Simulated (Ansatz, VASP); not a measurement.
One calculation of CaCuH2, two programs

The input INCAR:

```
SYSTEM = CaCuH2
  PREC = Accurate
  ENCUT = 600
  EDIFF = 1E-6
  ISMEAR = -1
  SIGMA = 0.05
  LREAL = .FALSE.
  LASPH = .TRUE.
  NELM = 100
  ALGO = Fast
  ISIF = 3
  LWAVE = .FALSE.
  LCHARG = .FALSE.
  GGA = PE
  IVDW = 12
  IBRION = 2
  NSW = 60
  EDIFFG = -0.005
```

File KPOINTS:

```
Automatic mesh
0
G
  6 6 6
  0 0 0
```

File POSCAR:

```
CaCuH2
1.0
    1.9452400000      1.1230900000      4.3573800000
   -1.9452400000      1.1230900000      4.3573800000
    0.0000000000     -2.2461700000      4.3573800000
Ca Cu H
1 1 2
Direct
    0.5000000000      0.5000000000      0.5000000000
    0.0000000000      0.0000000000      0.0000000000
    0.8818100000      0.8818100000      0.8818100000
    0.1181900000      0.1181900000      0.1181900000
```

Contents of input.yaml:

```yaml
crystal:
  lattice:
    - [1.94524, 1.12309, 4.35738]
    - [-1.94524, 1.12309, 4.35738]
    - [0.0, -2.24617, 4.35738]
  atoms:
    - { symbol: Ca, position: [0.5, 0.5, 0.5] }
    - { symbol: Cu, position: [0.0, 0.0, 0.0] }
    - { symbol: H, position: [0.88181, 0.88181, 0.88181] }
    - { symbol: H, position: [0.11819, 0.11819, 0.11819] }
hamiltonian:
  xc: pbe
  pseudopotentials: { kind: paw }
  dispersion: d3bj
kpoints:
  mp_grid: { grid: [6, 6, 6] }
scf:
  occupations: { method: fermi_dirac, width: 0.05 }
output:
  forces: true
  stress: true
  eigenvalues: true
relax:
  f_tol: 0.01
  max_steps: 40
  cell: { stress_tol: 0.05 }
```

The cell was built by a generator and needn't be a form met in nature.

Alike in both runs: task relaxation of cell and atoms; functional PBE; dispersion D3(BJ); k mesh 6 × 6 × 6; occupations fermi-dirac, width 0.05 eV; no spin polarisation.

|  | VASP | Ansatz |
| --- | --- | --- |
| version | VASP 6.6.1 | Ansatz 0.2.0 |
| potentials or method | VASP PAW PBE potentials, release 64 (Ca_sv, Cu, H) | Ansatz PAW |
| plane-wave cutoff (eV) | 600 | 420 |
| valence electrons in the cell | 23 | 31 |

|  | VASP | Ansatz | Ansatz less VASP |
| --- | --- | --- | --- |
| gap on the k mesh at the Fermi level, each at its own relaxed structure (eV) | none | none | - |
| relaxed volume (Å³/atom) | 13.56 | 13.49 | -0.069 |
| relaxed cell length with the largest relative difference (Å) | 4.816 | 4.801 | -0.0150 |
| energy change over the relaxation (meV/atom) | -5 | -6 | -0.9 |

A gap of «none» marks a metal or a gap that the smearing closes. The two sets of potentials don't hold the same shells in valence.

Caveats: pairwise dispersion overbinds metals, which lowers pressure and volume; the plane-wave basis is chosen anew once the cell has moved, so the energies of steps on either side of that aren't comparable (Ansatz).
